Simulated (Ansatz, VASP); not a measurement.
**One calculation of ReP, two programs**

```
Re P
1.0
     0.00000    2.62967    2.62967
     2.62967    0.00000    2.62967
     2.62967    2.62967    0.00000
Re P
1 1
Direct
  0.00000 0.00000 0.00000
  0.21197 0.28803 0.28803
```

Alike in both runs: task single point; functional PBEsol; k mesh 12 × 12 × 12; occupations gaussian, width 0.05 eV; no spin polarisation.

```csv
,VASP,Ansatz
version,VASP 6.6.1,Ansatz 0.2.0
potentials or method,"VASP PAW PBE potentials, release 64 (Re, P)","scalar-relativistic, plane waves, PAW"
plane-wave cutoff (eV),520,420
valence electrons in the cell,12,20
```

VASP gave:

- gap on the k mesh at the Fermi level (eV): none
- pressure (GPa): 4.6
- largest component of the traceless stress (GPa): 21.73
- rms of the force components (eV/Å): 1.921

**Question.** Which values does Ansatz return?

**Answer.** gap on the k mesh at the Fermi level (eV): none; pressure (GPa): 3.2; largest component of the traceless stress (GPa): 20.96; rms of the force components (eV/Å): 1.863.

Atom by atom the forces differ by 0.058 eV/Å (rms over components). A gap of «none» marks a metal or a gap that the smearing closes. With one functional, cell and mesh, what is left measures potentials, basis and numerics. The two sets of potentials don't hold the same shells in valence.

Caveats: the PAW data sets were made with another functional, which shifts forces and pressure a little (VASP). Spin-orbit coupling is left out, which matters for the levels of Re.
